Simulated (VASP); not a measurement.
Input for VASP

INCAR:
```
! general
SYSTEM  = ZnF2
PREC    = Accurate
ENCUT   = 620   ! plane-wave cut-off (eV)
LREAL   = .FALSE.   ! projection in real space or not
LASPH   = .TRUE.   ! aspherical one-centre terms

! electronic loop
EDIFF   = 1E-6   ! SCF stop (eV)
NELM    = 100   ! most electronic steps
ALGO    = Normal   ! blocked Davidson
LMAXMIX = 4   ! l cut-off of mixed one-centre charges

! smearing
ISMEAR  = 0
SIGMA   = 0.05   ! width (eV)

! ions
IBRION  = 2   ! conjugate gradients
NSW     = 40
ISIF    = 3   ! ions, shape and volume
EDIFFG  = -0.02   ! ionic stop
PSTRESS = 300   ! kbar

! output
LWAVE   = .FALSE.
LCHARG  = .FALSE.
```

File POSCAR:
```
ZnF2
1
    4.4169644407     0.0000000000     0.0000000000
    0.0000000000     4.4169644407     0.0000000000
    0.0000000000     0.0000000000     3.0358628274
Zn F
2 4
Direct
  0.0000000000   0.0000000000   0.0000000000
  0.5000000000   0.5000000000   0.5000000000
  0.3027307807   0.3027307807   0.0000000000
  0.8027307807   0.1972692193   0.5000000000
  0.1972692193   0.8027307807   0.5000000000
  0.6972692193   0.6972692193   0.0000000000
```

**KPOINTS**
```
Automatic mesh
0
Gamma
5 5 7
0 0 0
```

POTCAR, in this order: Zn F (LDA.64 set). Program: vasp_std.

Problem. Translate this LDA calculation to Quantum ESPRESSO's pw.x.

Solution. One equivalent input (not run):
```
&CONTROL
  calculation = 'vc-relax'
  pseudo_dir = './pseudo'
  outdir = './out'
  tprnfor = .true.
  tstress = .true.
  nstep = 40
  forc_conv_thr = 0.00078
/
&SYSTEM
  ibrav = 0
  nat = 6
  ntyp = 2
  ecutwfc = 84
  occupations = 'smearing'
  smearing = 'gaussian'
  degauss = 0.003675
  input_dft = 'pz'
/
&ELECTRONS
  conv_thr = 7.3e-08
  electron_maxstep = 100
/
&IONS
/
&CELL
  press = 300
/
ATOMIC_SPECIES
  Zn 65.380 Zn.upf
  F 18.998 F.upf
CELL_PARAMETERS angstrom
     4.4169644    0.0000000    0.0000000
     0.0000000    4.4169644    0.0000000
     0.0000000    0.0000000    3.0358628
ATOMIC_POSITIONS crystal
  Zn   0.0000000  0.0000000  0.0000000
  Zn   0.5000000  0.5000000  0.5000000
  F    0.3027308  0.3027308  0.0000000
  F    0.8027308  0.1972692  0.5000000
  F    0.1972692  0.8027308  0.5000000
  F    0.6972692  0.6972692  0.0000000
K_POINTS automatic
  5 5 7 0 0 0
```
The two are equivalent in intent, not identical: the potentials are each code's own (VASP's PAW set, PseudoDojo norm-conserving files in pw.x), so ENCUT and ecutwfc are chosen apart and not converted; conv_thr bounds pw.x's estimated SCF error, while EDIFF bounds the energy change between steps; forc_conv_thr acts on force components and is met together with etot_conv_thr.

The compound is ZnF2 in the rutile structure. This run relaxes it under an external pressure of 30 GPa. Symmetry was kept, so distortions that lower it aren't found.
